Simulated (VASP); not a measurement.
# Be3Te2O (I-4m2) in VASP: further runs

The runs below take Be3Te2O through relaxation of cell and atoms, with PBE.

Program: VASP 6.6.1. These are calculated values, not measurements. Logs are shortened: lines on timing, memory, paths and dates and some standing lists are left out, and cuts for length are marked.

## 1. Starting point

It takes space group I-4m2 (No. 119, tetragonal). The conventional cell has a = 3.600 Å, b = 3.600 Å, c = 14.700 Å, α = 90.00°, β = 90.00°, γ = 90.00°. Around Be (site symmetry 2mm) lie 2 O at 1.92 Å. Around Be (site symmetry -4m2) lie 4 Te at 2.23 Å. Around Te (site symmetry 2mm) lie 4 Be at 2.23 to 2.47 Å. O (site symmetry -4m2) is surrounded by 4 Be at 1.92 Å.

The cell was built by a generator and needn't be a form met in nature.

## 2. Relaxation of cell and atoms, PBE

INCAR

```
ALGO = Fast ; EDIFF = 1E-4
EDIFFG = -0.08 ; ENCUT = 520
GGA = PE ; IBRION = 2
ISIF = 3 ; ISMEAR = 0
LASPH = T ; LCHARG = F
LREAL = F ; LWAVE = F
NELM = 60 ; NSW = 24
PREC = Normal ; SIGMA = 0.15
```

KPOINTS

```
k-points
0
Gamma
  5 5 5
```

POSCAR

```
Be3Te2O
1.0
   -1.8000000000      1.8000000000      7.3500000000
    1.8000000000     -1.8000000000      7.3500000000
    1.8000000000      1.8000000000     -7.3500000000
Be Te O
3 2 1
Direct
    0.0450000000      0.5450000000      0.5000000000
    0.4550000000      0.9550000000      0.5000000000
    0.7500000000      0.2500000000      0.5000000000
    0.6600000000      0.6600000000      0.0000000000
    0.3400000000      0.3400000000      0.0000000000
    0.0000000000      0.0000000000      0.0000000000
```

Potentials or basis: VASP PAW PBE potentials, release 64 (Be, Te, O).

Launch:

```bash
cat potpaw_PBE.64/Be/POTCAR potpaw_PBE.64/Te/POTCAR potpaw_PBE.64/O/POTCAR > POTCAR
mpirun -np 1 vasp_std > vasp.out
```

OUTCAR:

```text
EDIFF = 1E-4
   EDIFFG = -0.08
   ENCUT = 520
   GGA = PE
   IBRION = 2
   ISIF = 3
   ISMEAR = 0
   LASPH = T
   LREAL = F
   NELM = 60
   NSW = 24
   PREC = Normal

 ion  position               nearest neighbor table
   1  0.045  0.545  0.500-   6 1.92   6 1.92   4 2.47   4 2.47
   2  0.455  0.955  0.500-   6 1.92   6 1.92   5 2.47   5 2.47
   3  0.750  0.250  0.500-   4 2.23   5 2.23   5 2.23   4 2.23
   4  0.660  0.660  0.000-   3 2.23   3 2.23   1 2.47   1 2.47   5 3.67   5 3.67   5 3.67   5 3.67

   5  0.340  0.340  0.000-   3 2.23   3 2.23   2 2.47   2 2.47   4 3.67   4 3.67   4 3.67   4 3.67

   6  0.000  0.000  0.000-   1 1.92   2 1.92   1 1.92   2 1.92

  LATTYP: Found a body centered tetragonal cell.
 ALAT       =     3.6000000000
 C/A-ratio  =     4.0833333333

  Lattice vectors:

 A1 = (  -1.8000000000,   1.8000000000,   7.3500000000)
 A2 = (   1.8000000000,  -1.8000000000,   7.3500000000)
 A3 = (   1.8000000000,   1.8000000000,  -7.3500000000)

Analysis of symmetry for initial positions (statically):
=====================================================================
 Subroutine PRICEL returns:
 Original cell was already a primitive cell.

 Routine SETGRP: Setting up the symmetry group for a
 body centered tetragonal supercell.

 Subroutine GETGRP returns: Found  8 space group operations
 (whereof  8 operations were pure point group operations)
 out of a pool of 16 trial point group operations.

The static configuration has the point symmetry D_2d.

Analysis of symmetry for dynamics (positions and initial velocities):
=====================================================================
 Subroutine PRICEL returns:
 Original cell was already a primitive cell.

 Routine SETGRP: Setting up the symmetry group for a
 body centered tetragonal supercell.

 Subroutine GETGRP returns: Found  8 space group operations
 (whereof  8 operations were pure point group operations)
 out of a pool of 16 trial point group operations.

The dynamic configuration has the point symmetry D_2d.

 Subroutine INISYM returns: Found  8 space group operations
 (whereof  8 operations are pure point group operations),
 and found     1 'primitive' translations

----------------------------------------------------------------------------------------

                                     Primitive cell

  volume of cell :      95.2560

  direct lattice vectors                    reciprocal lattice vectors
[... 79 lines left out ...]
   PREC   = normal    normal or accurate (medium, high low for compatibility)
   ISTART =      0    job   : 0-new  1-cont  2-samecut
   ICHARG =      2    charge: 1-file 2-atom 10-const
   ISPIN  =      1    spin polarized calculation?
   LNONCOLLINEAR =      F non collinear calculations
   LSORBIT =      F    spin-orbit coupling
   LASPH  =      T    aspherical Exc in radial PAW
   ENCUT  =  520.0 eV  38.22 Ry    6.18 a.u.  14.46 14.46 14.46*2*pi/ulx,y,z
   NELM   =     60;   NELMIN=  2; NELMDL= -5     # of ELM steps
   EDIFF  = 0.1E-03   stopping-criterion for ELM
   LREAL  =      F    real-space projection
   EDIFFG = -.8E-01   stopping-criterion for IOM
   NSW    =     24    number of steps for IOM
   IBRION =      2    ionic relax: 0-MD 1-quasi-New 2-CG
   NFREE  =      1    steps in history (QN), initial steepest desc. (CG)
   ISIF   =      3    stress and relaxation
   ISYM   =      2    0-nonsym 1-usesym 2-fastsym
   POTIM  = 0.5000    time-step for ionic-motion
   TEBEG  =    0.0;   TEEND  =   0.0 temperature during run
   PSTRESS=    0.0 pullay stress
   NELECT =      24.0000    total number of electrons
   NUPDOWN=      -1.0000    fix difference up-down
   EMIN   =  10.00;   EMAX   =-10.00  energy-range for DOS
   EFERMI =   0.00;   METHOD = LEGACY
   ISMEAR =     0;   SIGMA  =   0.15  broadening in eV -4-tet -1-fermi 0-gaus
   EFERMI_NEDOS =   21; number of points for ismear=-14 and -15
   IALGO  =     68    algorithm
   IMIX   =      4    mixing-type and parameters
     AMIX     =   0.40;   BMIX     =  1.00
     AMIX_MAG =   1.60;   BMIX_MAG =  1.00
  volume/ion in A,a.u.               =      15.88       107.14
  Fermi-wavevector in a.u.,A,eV,Ry     =   1.033986  1.953949 14.546344  1.069126
  Thomas-Fermi vector in A             =   2.168259
   LORBIT       =      0    0 simple, 1 ext, 2 COOP (PROOUT), +10 PAW based schemes
   GGA     = PE    functional components
   LHFCALC =     F    Hartree Fock is set to
   AEXX    =    0.0000 exact exchange contribution
   IVDW    =     0    specifies the selected vdW correction
   LEPSILON=     F    determine dielectric tensor
   LRPA    =     F    only Hartree local field effects (RPA)
 conjugate gradient relaxation of ions
 non-spin polarized calculation
 RMM-DIIS sequential band-by-band and
 Gauss-broadening in eV      SIGMA  =   0.15
  energy-cutoff  :      520.00
  volume of cell :       95.26
 maximum number of plane-waves:      2591
   NGX = 29   NGY = 29   NGZ = 29

--------------------------------------- Ionic step        1  -------------------------------------------

 number of electron      24.0000003 magnetization

 Free energy of the ion-electron system (eV)
  ---------------------------------------------------
  ext. energy  EPLUGINS =         0.00000000
  ---------------------------------------------------
  free energy    TOTEN  =       -25.83111625 eV

  energy without entropy =      -25.83104304  energy(sigma->0) =      -25.83107964

------------------------ aborting loop because EDIFF is reached ----------------------------------------

  FORCE on cell =-STRESS in cart. coord.  units (eV):
  Direction    XX          YY          ZZ          XY          YZ          ZX
  --------------------------------------------------------------------------------------
  -------------------------------------------------------------------------------------
  Total        2.7584125      2.7584125      1.9248403      0.0000000      0.0000000      0.0000000
  in kB       46.3956711     46.3956711     32.3752357      0.0000000      0.0000000      0.0000000
  external PRESSURE =      41.7221926 kB  Pullay stress =       0.0000000 kB
[... 227 lines left out ...]
--------------------------------------- Ionic step        7  -------------------------------------------

 number of electron      24.0000004 magnetization

 Free energy of the ion-electron system (eV)
  ---------------------------------------------------
  ext. energy  EPLUGINS =         0.00000000
  ---------------------------------------------------
  free energy    TOTEN  =       -26.22596486 eV

  energy without entropy =      -26.22596486  energy(sigma->0) =      -26.22596486

 E-fermi :   6.5255     XC(G=0):  -9.6544

 val. band max:        5.9754819665   @ k =   0.0000   0.0000   0.0000
 cond. band min:       7.0584313474   @ k =   0.0000   0.0000   0.0000
 fundamental gap:      1.0829493809
 Fermi energy:         6.5255178236

 k-point     1 :       0.0000    0.0000    0.0000
  band No.  band energies     occupation
      1     -12.4354      2.00000
      2      -6.5411      2.00000
      3      -5.7175      2.00000
      4       0.2838      2.00000
      5       0.9910      2.00000
      6       0.9910      2.00000
[... 364 lines left out ...]
  FREE ENERGIE OF THE ION-ELECTRON SYSTEM (eV)
  ---------------------------------------------------
  free  energy   TOTEN  =       -26.2259648642 eV

  energy  without entropy=      -26.2259648597  energy(sigma->0) =      -26.22596486

 reached required accuracy - stopping structural energy minimisation
```

OSZICAR:

```text
N       E                     dE             d eps       ncg     rms          rms(c)
DAV:   1     0.982665006005E+02    0.98267E+02   -0.97572E+03   576   0.126E+03
DAV:   2    -0.190444287420E+02   -0.11731E+03   -0.11520E+03   736   0.206E+02
DAV:   3    -0.274819645780E+02   -0.84375E+01   -0.83435E+01   800   0.675E+01
DAV:   4    -0.275988868509E+02   -0.11692E+00   -0.11688E+00   760   0.843E+00
[... 47 lines left out ...]
       N       E                     dE             d eps       ncg     rms          rms(c)
DAV:   1    -0.262249953386E+02   -0.61177E-02   -0.62453E-01   576   0.497E+00    0.343E-01
RMM:   2    -0.262258918554E+02   -0.89652E-03   -0.19385E-02   576   0.951E-01    0.130E-01
RMM:   3    -0.262259579716E+02   -0.66116E-04   -0.23038E-03   559   0.339E-01    0.828E-02
RMM:   4    -0.262259648642E+02   -0.68926E-05   -0.60519E-04   535   0.186E-01
   7 F= -.26225965E+02 E0= -.26225965E+02  d E =-.127647E-01
```

Run time: 5 min. Hardware: 1 thread of Intel Xeon Platinum 8375C at 2.90GHz (Ice Lake), shared host; peak memory 0.34 GiB.

Results:

```
Free energy                            : -26.2260 eV
Relaxed volume                         : 16.48 Å³/atom
Relaxed cell                           : a = 7.809 Å, b = 7.809 Å, c = 7.809 Å, α = 152.87°, β = 152.87°, γ = 38.75°
Space group after relaxing (to 0.05 Å) : I-4m2 (No. 119)
Energy gained by relaxing              : 65.8 meV/atom
Ionic steps                            : 7
Pressure after relaxing                : -0.1 GPa
Largest force after relaxing           : 0.073 eV/Å
Band gap on the k mesh                 : 1.08 eV, direct
```

Forces in eV/Å, atoms in the order of the input:
```
Be   0.000  0.000 -0.037
Be   0.000  0.000  0.037
Be   0.000  0.000  0.000
Te   0.000  0.000  0.073
Te   0.000  0.000 -0.073
O    0.000  0.000  0.000
```

Stress tensor (GPa, compression positive):
```
 0.04  0.00  0.00
 0.00  0.04  0.00
 0.00  0.00 -0.39
```

Step by step:
| step | energy change (eV) | largest force (eV/Å) | pressure (GPa) | volume (Å³) |
| --- | --- | --- | --- | --- |
| 1 | 0.0000 | 2.2899 | 4.17 | 95.26 |
| 2 | -0.3551 | 0.5092 | -1.41 | 101.07 |
| 3 | -0.3591 | 0.3498 | -1.78 | 101.70 |
| 4 | -0.3821 | 0.2330 | 0.12 | 99.21 |
| 5 | -0.3821 | 0.2414 | 0.25 | 99.07 |
| 6 | -0.3878 | 0.1831 | 0.20 | 99.02 |
| 7 | -0.3948 | 0.0728 | -0.10 | 98.87 |

Final structure:
```
Be Te O
1.0
    -1.83177    1.83177    7.36660
     1.83177   -1.83177    7.36660
     1.83177    1.83177   -7.36660
Be Te O
3 2 1
Direct
  0.04269 0.54269 0.50000
  0.45731 0.95731 0.50000
  0.75000 0.25000 0.50000
  0.64854 0.64854 0.00000
  0.35146 0.35146 0.00000
  0.00000 0.00000 0.00000
```

Caveat: the k mesh is coarse (spacing up to 0.49 Å⁻¹), so the values aren't converged; spin-orbit coupling is left out, which moves the levels of the heavy elements; an odd mesh through Γ misses points on the zone boundary, where band edges often lie; the relaxation stopped at a loose force limit of 0.08 eV/Å, so its end isn't a converged minimum.

## 3. Relaxation of cell and atoms, PBE

This run uses another cell than the first one, of 15.92 Å³/atom, 1.003 times its volume.

INCAR is that of step 2.

KPOINTS is that of step 2.

POSCAR

```
Be3Te2O
1.0
   -1.7800000000      5.3350000000      2.5150000000
    1.7800000000     -5.3350000000      2.5150000000
    1.7800000000      5.3350000000     -2.5150000000
Be Te O
3 2 1
Direct
    0.9250000000      0.7800000000      0.1450000000
    0.6350000000      0.7800000000      0.8550000000
    0.2200000000      0.7200000000      0.5000000000
    0.6670000000      0.0000000000      0.6670000000
    0.3330000000      0.0000000000      0.3330000000
    0.0000000000      0.0000000000      0.0000000000
```

Potentials or basis: VASP PAW PBE potentials, release 64 (Be, Te, O).

Launch:

```bash
cat potpaw_PBE.64/Be/POTCAR potpaw_PBE.64/Te/POTCAR potpaw_PBE.64/O/POTCAR > POTCAR
mpirun -np 1 vasp_std > vasp.out
```

It took 5.3 min on 1 thread of Intel Xeon Platinum 8375C at 2.90GHz (Ice Lake), shared host; peak memory 0.23 GiB.

The run converged. Its results:

- Free energy: -27.2599 eV
- Relaxed volume: 16.62 Å³/atom
- Relaxed cell: a = 6.297 Å, b = 6.297 Å, c = 6.297 Å, α = 145.58°, β = 58.22°, γ = 134.56°
- Space group after relaxing (to 0.05 Å): Imm2 (No. 44)
- Energy gained by relaxing: 245.5 meV/atom
- Ionic steps: 11
- Pressure after relaxing: 0.1 GPa
- Largest force after relaxing: 0.053 eV/Å
- Band gap on the k mesh: 0.44 eV, indirect (least direct gap 0.64 eV)

Forces on the atoms (eV/Å):
```
Be   0.000  0.052  0.008
Be   0.000 -0.052  0.008
Be   0.000  0.000 -0.046
Te   0.000 -0.032  0.016
Te   0.000  0.032  0.016
O    0.000  0.000 -0.003
```

Stress tensor (GPa, compression positive):
```
0.16 0.00 0.00
0.00 0.07 0.00
0.00 0.00 0.10
```

The path:
```
step  energy change (eV)  largest force (eV/Å)  pressure (GPa)  volume (Å³)
   1              0.0000                2.8890            7.51        95.53
   2             -1.0071                1.5757           -3.82       106.22
   3             -1.0638                1.2315           -5.99       109.43
   4             -1.4054                0.6045           -0.56       102.61
   5             -1.4108                0.3440           -1.33       103.31
   6             -1.4463                0.2511           -0.20       101.13
   7             -1.4511                0.3155            0.51        99.96
   8             -1.4636                0.2028            0.03       100.10
   9             -1.4697                0.1484           -0.42       100.28
  10             -1.4723                0.1335            0.39        99.44
  11             -1.4732                0.0529            0.11        99.72
```

Final structure:
```cif
data_structure
_symmetry_space_group_name_H-M 'P 1'
_symmetry_Int_Tables_number 1
_cell_length_a 6.2973
_cell_length_b 6.2973
_cell_length_c 6.2973
_cell_angle_alpha 145.581
_cell_angle_beta 58.223
_cell_angle_gamma 134.563
_cell_volume 99.72
loop_
_atom_site_label
_atom_site_type_symbol
_atom_site_fract_x
_atom_site_fract_y
_atom_site_fract_z
_atom_site_occupancy
Be1 Be 0.93375 0.81142 0.12234 1
Be2 Be 0.68908 0.81142 0.87766 1
Be3 Be 0.16093 0.66093 0.50000 1
Te1 Te 0.66453 0.00266 0.66187 1
Te2 Te 0.34080 0.00266 0.33813 1
O1 O 0.99091 0.99091 0.00000 1
```

Levels at points of the mesh, in eV from the valence-band top:
```
           k point  band 10  band 11  band 12  band 13  band 14  band 15
(0.00, 0.00, 0.00)    -1.85    -1.75    -0.20     0.44     2.80     3.84
```

Caveat: the k mesh is coarse (spacing up to 0.43 Å⁻¹), so the values aren't converged; spin-orbit coupling is left out, which moves the levels of the heavy elements; an odd mesh through Γ misses points on the zone boundary, where band edges often lie; the relaxation stopped at a loose force limit of 0.08 eV/Å, so its end isn't a converged minimum.
